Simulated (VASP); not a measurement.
Data:

```xyz
2
Lattice="3.6804 -1.8800 0.0000 3.6804 1.8800 0.0000 2.7200 0.0000 3.1114" Properties=species:S:1:pos:R:3 pbc="T T T"
As     2.2883     0.0000     0.7063
As     7.7924     0.0000     2.4051
```

Level of theory: PBE GGA, VASP's PBE PAW potentials (set 64) (plane waves; VASP). Numerical set-up: 300 eV cut-off, 7×7×7 Γ-centred mesh, Fermi-Dirac smearing of 0.050 eV, potentials As.

### Question
Give the energies of bands 2 to 8 at the high-symmetry points, in eV from the Fermi level.

### Answer

| band | Γ | T | H2 | L | S0 | F |
|---|---|---|---|---|---|---|
| 2 | -5.86 | -10.07 | -10.63 | -11.13 | -10.86 | -9.73 |
| 3 | -2.58 | -1.75 | -5.91 | -2.83 | -6.18 | -6.03 |
| 4 | -2.02 | -1.75 | -5.43 | -2.82 | -3.61 | -4.27 |
| 5 | -2.02 | -0.59 | -1.40 | -0.41 | -3.56 | -4.13 |
| 6 | 1.67 | 0.73 | 1.18 | -0.34 | 3.19 | 1.47 |
| 7 | 2.90 | 0.73 | 5.22 | 0.26 | 3.24 | 5.41 |
| 8 | 2.90 | 1.79 | 5.43 | 1.30 | 5.37 | 6.80 |

It has no gap at this level: it comes out as a metal or semimetal.

The structure is a typed As crystal (R-3m). The cell was not relaxed at this level.
